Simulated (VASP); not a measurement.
```yaml
crystal:
  lattice:
    - [2.86455, 0.00000, 0.00000]
    - [0.00000, 2.86455, 0.00000]
    - [0.00000, 0.00000, 2.86455]
  atoms:
    - { symbol: Hf, position: [0.00000, 0.00000, 0.00000] }
    - { symbol: C, position: [0.50000, 0.50000, 0.50000] }
```

Level of theory: PBEsol GGA, VASP's PBE PAW potentials (set 64) (plane waves; VASP 6.6.1). Run with 520 eV cut-off, 14×14×14 Γ-centred mesh, tetrahedra with Blöchl corrections, potentials Hf_pv C.

The job: HfC (relaxed from the CsCl type structure, space group Pm-3m), 2 atoms, PBEsol, static run, 520 eV, 14×14×14 Γ-centred mesh. Roughly how much core time does it take on a busy server core?

About 20 core-seconds (one run on a shared machine, a rough figure). It had 120 irreducible k-points, 11 bands, up to 655 plane waves and 17 electronic steps.

The structure was generated: HfC was put into the CsCl type type (Pm-3m), which need not be its known phase. It was relaxed first, which changed the volume by -32 %.
